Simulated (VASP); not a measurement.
An input for Quantum ESPRESSO's pw.x (written as the equivalent of a VASP run, and not itself run):

```
&CONTROL
  calculation = 'scf'
  pseudo_dir = './pseudo'
  outdir = './out'
  tprnfor = .true.
  tstress = .true.
/
&SYSTEM
  ibrav = 0
  nat = 2
  ntyp = 2
  ecutwfc = 84
  occupations = 'smearing'
  smearing = 'fermi-dirac'
  degauss = 0.003675
  input_dft = 'pbe'
  noncolin = .true.
  lspinorb = .true.
/
&ELECTRONS
  conv_thr = 7.3e-08
  electron_maxstep = 100
/
ATOMIC_SPECIES
  Mg 24.305 Mg.upf
  Te 127.600 Te.upf
CELL_PARAMETERS angstrom
     0.0000000    3.2100000    3.2100000
     3.2100000    0.0000000    3.2100000
     3.2100000    3.2100000    0.0000000
ATOMIC_POSITIONS crystal
  Mg   0.0000000  0.0000000  0.0000000
  Te   0.2500000  0.2500000  0.2500000
K_POINTS automatic
  7 7 7 0 0 0
```

### Question
Translate this input to VASP (INCAR, KPOINTS, POSCAR, choice of POTCAR).

### Answer
This is not unique; one that fits is 
File KPOINTS:
```
Automatic
0
G
 7 7 7
0 0 0
```

**INCAR**
```
ALGO  =  Normal
EDIFF  =  1E-6
ENCUT  =  300
GGA  =  PE
GGA_COMPAT  =  .False.
ISIF  =  2
ISMEAR  =  -1
LASPH  =  .True.
LCHARG  =  .False.
LMAXMIX  =  4
LNONCOLLINEAR  =  .True.
LORBIT  =  11
LREAL  =  .False.
LSORBIT  =  .True.
LWAVE  =  .False.
MAGMOM  =  6*0.0
NELM  =  100
PREC  =  Accurate
SIGMA  =  0.05
SYSTEM  =  MgTe
```

**POSCAR**
```
MgTe
1
    0.0000000000     3.2100000000     3.2100000000
    3.2100000000     0.0000000000     3.2100000000
    3.2100000000     3.2100000000     0.0000000000
Mg Te
1 1
Direct
  0.0000000000   0.0000000000   0.0000000000
  0.2500000000   0.2500000000   0.2500000000
```

POTCAR, in this order: Mg Te (PBE.64 set). Program: vasp_ncl.

Limits of the translation: the potentials are each code's own (VASP's PAW set, PseudoDojo norm-conserving files, fully relativistic, in pw.x), so ENCUT and ecutwfc are chosen apart and not converted; conv_thr bounds pw.x's estimated SCF error, while EDIFF bounds the energy change between steps.

The structure is a typed MgTe crystal (F-43m). The cell was not relaxed at this level. The run is one of a series of settings (GGA_COMPAT = .FALSE., LNONCOLLINEAR = .TRUE., LSORBIT = .TRUE., MAGMOM = 0.0 0.0 0.0 0.0 0.0 0.0, program vasp_ncl against the base run), some of them coarse on purpose.
